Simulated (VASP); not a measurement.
A run of VASP 6.6.1:

File POSCAR:

```
Al4B3P                                  
1.0
    3.0393200266      0.0000000000     -0.0000000000
   -1.5196600133      2.6321283457     -0.0000000000
   -0.0000000000      0.0000000000     23.8130724428
  Al              B               P             
     8     6     2
Direct
     0.6666666699999979    0.3333333300000021    0.3602495540788159
     0.0000000000000000    0.0000000000000000    0.7923771240154693
     0.0000000000000000    0.0000000000000000    0.2076228759845306
     0.0000000000000000    0.0000000000000000    0.9306340185581333
     0.0000000000000000    0.0000000000000000    0.0693659814418666
     0.3333333300000021    0.6666666699999979    0.6397504459211841
     0.3333333300000021    0.6666666699999979    0.4535611153561722
     0.6666666699999979    0.3333333300000021    0.5464388846438277
     0.6666666699999979    0.3333333300000021    0.8629888475521964
     0.3333333300000021    0.6666666699999979    0.8603960892610693
     0.3333333300000021    0.6666666699999979    0.1370111524478035
     0.6666666699999979    0.3333333300000021    0.1396039107389237
     0.3333333300000021    0.6666666699999979    0.9993510150849582
     0.6666666699999979    0.3333333300000021    0.0006489849150418
     0.3333333300000021    0.6666666699999979    0.2817994687080304
     0.6666666699999979    0.3333333300000021    0.7182005312919696
```

INCAR.step1

```
PREC = Accurate
ENCUT = 520
EDIFF = 1E-6
ISMEAR = 0
SIGMA = 0.1
LREAL = F
LASPH = T
NELM = 80
ALGO = Normal
ISIF = 2
LWAVE = F
LCHARG = T
GGA = PE
KPAR = 8
```

The input KPOINTS.step1:

```
regular mesh
0
Gamma
  12 12 2
```

INCAR.step2

```
PREC = Accurate
ENCUT = 520
EDIFF = 1E-6
ISMEAR = -5
SIGMA = 0.1
LREAL = F
LASPH = T
NELM = 80
ALGO = Normal
ISIF = 2
LWAVE = F
LCHARG = F
GGA = PE
LORBIT = 10
KPAR = 8
NEDOS = 2001
ICHARG = 11
```

File KPOINTS.step2:

```
regular mesh
0
Gamma
  18 18 3
```

Potentials or basis: VASP PAW PBE potentials, release 64 (Al, B, P).

Launch:

```console
$ cat potpaw_PBE.64/Al/POTCAR potpaw_PBE.64/B/POTCAR potpaw_PBE.64/P/POTCAR > POTCAR
$ cp INCAR.step1 INCAR
$ cp KPOINTS.step1 KPOINTS
$ mpirun -np 8 vasp_std > vasp.out
$ cp INCAR.step2 INCAR
$ cp KPOINTS.step2 KPOINTS
$ mpirun -np 8 vasp_std > vasp.out
```

Hardware: 8 MPI ranks on AMD EPYC 9R45 (Zen 5) (shared host).

Question: How long does it take, and how much memory?

Answer: Wall time 83 s on 8 MPI ranks on AMD EPYC 9R45 (Zen 5) (shared host), peak memory 0.63 GiB a rank. Counts: scf iterations 8, k points 101.
